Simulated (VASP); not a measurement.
Be3Te2O:

```
Be Te O
1.0
     5.15879    0.00000    0.00000
    -2.57939    4.46764    0.00000
     0.00000    0.00000    5.13499
Be Te O
3 2 1
Direct
  0.81390 0.00000 0.50000
  0.00000 0.81390 0.50000
  0.18610 0.18610 0.50000
  0.33333 0.66667 0.50000
  0.66667 0.33333 0.50000
  0.00000 0.00000 0.00000
```

The cell was built by a generator and needn't be a form met in nature.

```yaml
Program: VASP 6.6.1
Task: relaxation of cell and atoms
Functional: PBE
Potentials_or_basis: VASP PAW PBE potentials, release 64 (Be, Te, O)
Cutoff: 520 eV
k_mesh: 3 × 3 × 3
Occupations: gaussian, width 0.15 eV
Spin: no spin polarisation
```

At the start: pressure 20.9 GPa; volume 19.72 Å³/atom.

Problem. How do energy, volume and symmetry change on relaxing?

Solution. Over 17 steps the energy falls by 1534.4 meV/atom and the volume is 16.07 Å³/atom (-18.5 %); space group P-62m (No. 189, to 0.05 Å).

Step by step:
```
step  energy change (eV)  largest force (eV/Å)  pressure (GPa)  volume (Å³)
   1              0.0000                5.5015           20.90       118.35
   2             -3.9146                0.0957           -8.09       164.66
   3             -4.0878                0.4074           -2.86       148.03
   4             -4.1106                0.2822           -4.34       151.74
   5             -5.1820                0.2303           -5.75       140.47
   6             -7.3922                0.4495           -6.80       122.00
   7             -7.5754                0.6717           21.73        83.30
   8             -8.5551                0.7854           -5.07       109.27
   9             -8.9947                0.9885           -1.23        98.48
  10             -8.9824                0.7326            6.16        90.93
  11             -9.0883                0.9110            1.28        95.31
  12             -9.0926                0.8809            2.37        94.13
  13             -9.1278                0.0405            1.22        96.67
  14             -9.1654                0.2826            1.19        95.54
  15             -9.2010                0.0560           -1.28        98.34
  16             -9.2022                0.0912           -0.86        97.87
  17             -9.2062                0.0212            0.27        96.44
```

Final structure:
```cif
data_structure
_symmetry_space_group_name_H-M 'P 1'
_symmetry_Int_Tables_number 1
_cell_length_a 6.1508
_cell_length_b 6.1508
_cell_length_c 2.9434
_cell_angle_alpha 90.000
_cell_angle_beta 90.000
_cell_angle_gamma 120.000
_cell_volume 96.44
loop_
_atom_site_label
_atom_site_type_symbol
_atom_site_fract_x
_atom_site_fract_y
_atom_site_fract_z
_atom_site_occupancy
Be1 Be 0.78449 0.00000 0.50000 1
Be2 Be 0.00000 0.78449 0.50000 1
Be3 Be 0.21551 0.21551 0.50000 1
Te1 Te 0.33333 0.66667 0.50000 1
Te2 Te 0.66667 0.33333 0.50000 1
O1 O 0.00000 0.00000 0.00000 1
```

Caveat: the k mesh is coarse (spacing up to 0.47 Å⁻¹), so the values aren't converged; the volume moved by over 15 % at a fixed basis, so the end points are rough.
